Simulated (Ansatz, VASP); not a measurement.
# Mo (Mo(100)): VASP beside Ansatz, part 2 of 2

Wanted: the spread between two codes on one cell, functional and k mesh.  Other levels of theory on this material are compared in a session of their own.

VASP 6.6.1 and Ansatz 0.2.0.

So far: The structure; VASP: single point, r2SCAN.

### 3. Ansatz: single point, r2SCAN

Level of this step: Ansatz beside VASP: Kohn-Sham DFT, plane waves, r2SCAN (Ansatz).

Ansatz runs on its default PAW (the set named soft_2) files.

The same cell, functional, mesh and smearing now go to Ansatz, which takes its cutoff from its data sets.

input.yaml reads:

```yaml
crystal:
  lattice:
    - [3.15, 0.0, 0.0]
    - [0.0, 3.15, 0.0]
    - [0.0, 0.0, 27.45]
  atoms:
    - { symbol: Mo, position: [0.0, 0.0, 0.3278688525] }
    - { symbol: Mo, position: [0.5, 0.5, 0.3852459016] }
    - { symbol: Mo, position: [0.0, 0.0, 0.4426229508] }
    - { symbol: Mo, position: [0.5, 0.5, 0.5] }
    - { symbol: Mo, position: [0.0, 0.0, 0.5573770492] }
    - { symbol: Mo, position: [0.5, 0.5, 0.6147540984] }
    - { symbol: Mo, position: [0.0, 0.0, 0.6721311475] }
hamiltonian:
  xc: r2scan
  pseudopotentials: { kind: paw }
kpoints:
  mp_grid: { grid: [8, 8, 1] }
scf:
  occupations: { method: methfessel_paxton, width: 0.1 }
  n_extra_bands: 5
efield:
  axis: 3
  dipole_correction: true
  ramp_width: 0.04
output:
  forces: true
  eigenvalues: true
```

Started as:

```
> ansatz run input.yaml --threads 4 --pin off --max-ram 9216MiB --backend cpu --events-out ev --progress --plain --runs-dir out
```

Numbers of over 12 decimals in the logs are rounded to 6 here.

Log:

```text
scf.n_extra_bands = 5 over 49 filled bands (N_el = 98.0): the run solves 54 bands
Engine: ansatz 0.2.0, x86_64-unknown-linux-gnu
Pseudopotentials: kind: paw
Pseudopotential: Mo, paw, valence charge 14, recommended cutoff 500 eV (meta_gga), Mo.paw.azcp
Functional definition: r2SCAN
  parameter k0 = 0.174
  parameter k1 = 0.065
  parameter a1 = 4.9479
  exchange = r2scan_x(k0 = k0, k1 = k1, a1 = a1)
  correlation = r2scan_c
Crystal: 7 atoms, lattice volume = 272.373 Å³
Basis set: ecut = 500 eV, 6889 PW (Γ), exchange–correlation on 96×96×864 points (64 copies of the dense FFT grid, shifted against one another)
Bands: 54, of which v1, the nominal top of the filled ones, is band 49 counted from 1 (48 counted from 0)
Symmetry: 8 space group operations
k-points: 15 of 64
Non-local potential: Mo, projectors of the file, l = 0: 3, l = 1: 2, l = 2: 2, l = 3: 1
PAW form: soft (Blöchl's): semilocal exchange-correlation on the pseudo side does not see the compensation charge
PAW frozen core: Mo, regenerated for the run's functional (the file was generated under x = pbe(κ = 0.804, μ = 0.219515), c = pbe(β = 0.066725))
PAW one-centre angular grid: Mo, 590 points (default); XC on 160 Gauss nodes
Initial density: superposition of atomic densities (neutral atoms: chi_scale 0, normalization atom), corrected by the library's trained network
Initial wavefunctions: pseudopotential atomic-orbital guess
Functional: x = r2scan, c = r2scan; τ floored in thin density (d = 2e-4 eV/Å³)
SCF iter   1: F=—  HF=-34768.490810 eV  |F-HF|=—  |Δ(HF+E_count)|=         —  Δρ=9.54e-3  dr2=8.58e-1  dr2_τ=1.37e-1  ethr=1.77e-3  p=0.000 e·Å  D=2.50e-13 V/Å  ΔV_dip=-0.00 eV  dr2_dipole=2.46e-7  V_vac-E_F(+/−)=4.03/4.03 eV  ⟨swp⟩=7.9  Hψ=3992  notcnv=0
efield: sawtooth ramp at fractional position 0.9800 (placed from the atoms, in the widest stretch of the axis that holds none; the zero of the levels goes with the place), width 0.0400; the density the first Hamiltonian is built on has a dipole p = 0.000 e·Å; the dipole correction subtracts the counter field D = 2.50e-13 V/Å, which shifts the + side's vacuum level by -0.00 eV against the − side's; the planar-averaged density in the ramp window peaks in size at 7.6e-6 e/Å³
preconditioner: auto → LDOS  [metal: Δε(μ)=0.021 eV  Ē_g=3.524 eV  σ=0.100 eV  W_gap=0.18  n_scr=64 (ndim 8)  ℏωp=14.6 eV  f_vac=0.525  D(μ)=4.97/eV (n_scr^D=14)  β→1.0]
SCF iter   2: F=—  HF=-34768.494585 eV  |F-HF|=—  |Δ(HF+E_count)|=   3.77e-3  S|Δr|=    0.00e0  Δρ=6.25e-3  dr2=2.64e-1  dr2_τ=4.45e-2  ethr=8.75e-4  p=0.000 e·Å  D=1.25e-6 V/Å  ΔV_dip=-0.00 eV  dr2_dipole=7.48e-8  V_vac-E_F(+/−)=3.84/3.84 eV  ⟨swp⟩=2.0  Hψ=1358  notcnv=0  defer=8
SCF iter   3: F=—  HF=-34768.467534 eV  |F-HF|=—  |Δ(HF+E_count)|=   2.71e-2  S|Δr|=    0.00e0  Δρ=1.87e-3  dr2=2.71e-2  dr2_τ=2.37e-3  ethr=2.70e-4  p=0.000 e·Å  D=3.06e-6 V/Å  ΔV_dip=-0.00 eV  dr2_dipole=3.13e-8  V_vac-E_F(+/−)=3.89/3.89 eV  ⟨swp⟩=2.0  Hψ=1179  notcnv=0  defer=8
SCF iter   4: F=—  HF=-34768.466459 eV  |F-HF|=—  |Δ(HF+E_count)|=   1.08e-3  S|Δr|=    0.00e0  Δρ=6.36e-4  dr2=5.04e-3  dr2_τ=2.84e-4  ethr=2.76e-5  p=0.000 e·Å  D=1.73e-6 V/Å  ΔV_dip=-0.00 eV  dr2_dipole=1.14e-8  V_vac-E_F(+/−)=3.86/3.86 eV  ⟨swp⟩=2.3  Hψ=1109  notcnv=0  defer=8
SCF iter   5: F=—  HF=-34768.466364 eV  |F-HF|=—  |Δ(HF+E_count)|=   9.49e-5  S|Δr|=    0.00e0  Δρ=2.41e-4  dr2=3.36e-4  dr2_τ=5.04e-5  ethr=5.14e-6  p=0.000 e·Å  D=1.57e-6 V/Å  ΔV_dip=-0.00 eV  dr2_dipole=1.10e-9  V_vac-E_F(+/−)=3.84/3.84 eV  ⟨swp⟩=2.1  Hψ=1084  notcnv=0  defer=8
SCF iter   6: F=—  HF=-34768.466386 eV  |F-HF|=—  |Δ(HF+E_count)|=   2.20e-5  S|Δr|=    0.00e0  Δρ=8.19e-5  dr2=6.80e-5  dr2_τ=3.30e-6  ethr=3.43e-7  p=0.000 e·Å  D=1.15e-6 V/Å  ΔV_dip=-0.00 eV  dr2_dipole=7.31e-10  V_vac-E_F(+/−)=3.83/3.83 eV  ⟨swp⟩=2.9  Hψ=1176  notcnv=0  defer=8
SCF iter   7: F=—  HF=-34768.466774 eV  |F-HF|=—  |Δ(HF+E_count)|=   3.89e-4  S|Δr|=    0.00e0  Δρ=4.59e-5  dr2=2.49e-5  dr2_τ=1.31e-6  ethr=6.93e-8  p=0.000 e·Å  D=6.45e-7 V/Å  ΔV_dip=-0.00 eV  dr2_dipole=1.36e-10  V_vac-E_F(+/−)=3.81/3.81 eV  ⟨swp⟩=2.1  Hψ=1084  notcnv=0  defer=8
SCF iter   8: F=—  HF=-34768.466784 eV  |F-HF|=—  |Δ(HF+E_count)|=   9.16e-6  S|Δr|=    0.00e0  Δρ=3.61e-5  dr2=1.45e-5  dr2_τ=1.11e-6  ethr=2.54e-8  p=0.000 e·Å  D=3.60e-7 V/Å  ΔV_dip=-0.00 eV  dr2_dipole=2.29e-11  V_vac-E_F(+/−)=3.81/3.81 eV  ⟨swp⟩=2.2  Hψ=1102  notcnv=0  defer=8
SCF iter   9: F=—  HF=-34768.466785 eV  |F-HF|=—  |Δ(HF+E_count)|=   1.37e-6  S|Δr|=    0.00e0  Δρ=1.32e-5  dr2=1.96e-6  dr2_τ=1.59e-7  ethr=1.48e-8  p=0.000 e·Å  D=1.81e-7 V/Å  ΔV_dip=-0.00 eV  dr2_dipole=9.59e-15  V_vac-E_F(+/−)=3.80/3.80 eV  ⟨swp⟩=2.1  Hψ=1077  notcnv=0  defer=8
SCF iter  10: F=—  HF=-34768.466785 eV  |F-HF|=—  |Δ(HF+E_count)|=   3.08e-7  S|Δr|=    0.00e0  Δρ=4.67e-6  dr2=4.28e-7  dr2_τ=5.20e-9  ethr=2.00e-9  p=0.000 e·Å  D=7.42e-8 V/Å  ΔV_dip=-0.00 eV  dr2_dipole=3.21e-12  V_vac-E_F(+/−)=3.80/3.80 eV  ⟨swp⟩=2.2  Hψ=1049  notcnv=0  defer=8
SCF iter  11: F=-34768.466785 eV  HF=-34768.466785 eV  |F-HF|=2.07e-9  |Δ(HF+E_count)|=   1.86e-8  S|Δr|=    0.00e0  Δρ=1.90e-6  dr2=1.85e-8  dr2_τ=1.25e-9  ethr=1.02e-10  p=0.000 e·Å  D=4.52e-8 V/Å  ΔV_dip=-0.00 eV  dr2_dipole=5.52e-13  V_vac-E_F(+/−)=3.80/3.80 eV  ⟨swp⟩=9.5  Hψ=3496  notcnv=0
SCF 1 converged in 11 iterations: F = -34768.466785 eV  dr2 = 1.85e-8
  greatest PAW one-centre occupation: 0.997 electrons in one spin orbital (limit 2), on the Mo atom at site 0 (counted from 0), in its partial waves of l = 0
SCF converged after 11 iterations
Stability not checked: this state was not tested for a lower state beside it, because cold or Methfessel-Paxton smearing, or corrected tetrahedra, fill the levels in a way that the test cannot read (fill_not_monotonic; see scf.lower_state_search)
Free energy (F): -34768.466785 eV
Harris-Foulkes:  -34768.466785 eV  (|F-HF|=2.07e-9)
Internal energy: -34768.469291 eV  (E = F + TS)
E sigma→0 (E₀):  -34768.467412 eV
Entropy (-TS):   0.002506 eV (0.358 meV/atom)
Fermi energy:    6.194502 eV
Dipole field:    D = -0.000001 V/Å  (p = -0.000001 e·Å, saw-weighted, corrected)
Work function:   Φ+ = 3.7994 eV   Φ− = 3.7994 eV
Levels:          The Fermi level and band energies are counted from a zero that moves with the ramp; work functions are not
--- Per-component energies (eV) ---
  E_band       = -1901.543818
  E_kinetic    = 3068.306134
  E_local      = -149657.629684  (includes V_loc(G=0)·N_el)
  E_nonlocal   = 1000.175916
  E_hartree    = 73182.275609
  E_xc         = -1241.984864
  E_vxc        = -1783.625298  (∫ρ·V_xc dr)
  E_paw        = -22520.890177  (= ΣΔE_a)
  E_vpaw       = -1012.234984  (= ΣTr[D̂ρ^β])
  E_aug_tail   = 0.000022  (compensation charges beyond the density's cutoff)
  E_vtau       = 118.954283  (kinetic-family band-sum trace: ∫τ·v_τ [+ j·A + Jᵃ·Aᵃ] dr)
  E_efield     = 0.000000  (sawtooth field / dipole correction)
  E_vefield    = 0.000000  (∫n·V_field dr)
  E_ewald      = 61402.826179
  E_core_change = -1.548426  (= ΣΔE_core)
  E_smearing   = 0.002506  (= −TS)
  E_closure    = 0.000000  (closes the sum)
  Σ components = -34768.466785   (vs F -34768.466785, Δ=0.00e0)
--- Forces (eV/Å), atoms counted from 1 ---
  atom   1  Mo    -0.00000000     0.00000000     1.76689909
  atom   2  Mo    -0.00000000     0.00000000    -1.49936918
  atom   3  Mo    -0.00000000     0.00000000    -0.23370399
  atom   4  Mo    -0.00000000     0.00000000    -0.00000030
  atom   5  Mo     0.00000000     0.00000000     0.23370472
  atom   6  Mo    -0.00000000     0.00000000     1.49936891
  atom   7  Mo     0.00000000     0.00000000    -1.76689963
  max |Σ_I F_I| component: 3.78e-7 eV/Å
--- Band table (eV; the first three rows and the last of 15) ---
  k-point 0: bands = [... 45 lower, 5.4132, 5.4132, 5.6428, 6.0775, 6.0775, 6.2416, 6.2507, 6.5414, ... 1 higher]
  k-point 1: bands = [... 45 lower, 5.5804, 5.6152, 5.7687, 5.9400, 6.1403, 6.2650, 6.6791, 6.8314, ... 1 higher]
  k-point 2: bands = [... 45 lower, 5.3492, 5.4256, 5.5184, 5.6634, 6.7377, 6.8342, 6.8540, 6.8552, ... 1 higher]
  k-point 14: bands = [... 45 lower, 6.3493, 6.3493, 7.9829, 7.9959, 8.3307, 8.3523, 8.5041, 8.5041, ... 1 higher]
```

The job ended after 6 s (4 threads of AMD EPYC 9R14 (Zen 4), shared host; peak memory 1.2 GiB; 23 s of CPU time).

Reading the cycles: dr2 is the Hartree energy of the density residual (eV), the measure of convergence; HF is the Harris–Foulkes estimate of the energy, which meets the free energy F at convergence.

### 4. Comparison

Known differences besides the potentials themselves: VASP keeps PBE cores, Ansatz makes them for the functional; the data sets hold 98 valence electrons in Ansatz (default PAW (the set named soft_2) files) and 42 in VASP; the cutoff is 500 eV in Ansatz and 350 eV in VASP (PREC = Normal). Total energies have different zeros and are not compared.

The two programs side by side:

```tsv
quantity	Ansatz	VASP	difference
work function, lower of the two faces (eV)	3.80	3.84	-0.04
work function, higher of the two faces (eV)	3.80	3.84	-0.04
```

Forces (eV/Å; atoms numbered as in POSCAR):

```tsv
atom	Ansatz x, y, z	VASP x, y, z
Mo1	0.000, 0.000, 1.767	0.000, 0.000, 1.878
Mo2	0.000, 0.000, -1.499	0.000, 0.000, -1.523
Mo3	0.000, 0.000, -0.234	0.000, 0.000, -0.211
Mo4	0.000, 0.000, 0.000	0.000, 0.000, 0.000
Mo5	0.000, 0.000, 0.234	0.000, 0.000, 0.211
Mo6	0.000, 0.000, 1.499	0.000, 0.000, 1.523
Mo7	0.000, 0.000, -1.767	0.000, 0.000, -1.878
```

The forces differ by 36 meV/Å r.m.s., which is 4.8 % of the r.m.s. force of 0.75 eV/Å (both taken over all components). VASP's log warns that it found no field-free region in the vacuum, so its work functions are uncertain.

### 5. Other set-ups

Further runs change the set-up of one program: Ansatz's method, potentials or start, or VASP's data sets, cutoff or form of LDA. The table gives Ansatz less VASP for each quantity, since a change that brings one quantity closer may part another.

```tsv
run	r.m.s. force difference (meV/Å)	work function, lower of the two faces (eV)	work function, higher of the two faces (eV)
as above	36	-0.036	-0.036
cores kept as stored	35	-0.036	-0.036
Ansatz's larger PAW set (cutoff 640 eV)	35	-0.037	-0.036
norm-conserving potentials (cutoff 1088 eV)	37	-0.036	-0.036
```

### 6. Results

```yaml
r_m_s_force_difference_single_point_r2scan: 4.8 % of the r.m.s. force
```

In words: The r.m.s. force difference is 4.8 % of the r.m.s. force (single point, r2SCAN), beyond the 3 % picked in this series as the mark of a large difference. For single point, r2SCAN, no further run moves any of the tabulated differences by more than a quarter of its size. 10 further runs of this series are not shown here. How closely two codes agree says nothing of how well the functional describes the real material.

[Lines on the potential files, build, host, timing and source positions are cut from VASP's logs without a mark.]

[Logs are printed without paths, hosts, clocks, repeated set-up lines and the standing remarks that a program may print on its own settings, such as how far it seeks lower states.]

[Hosts, paths, dates, database ids (printed as entryN), source tags and the programs' standing remarks are cut or masked in the printed files.]
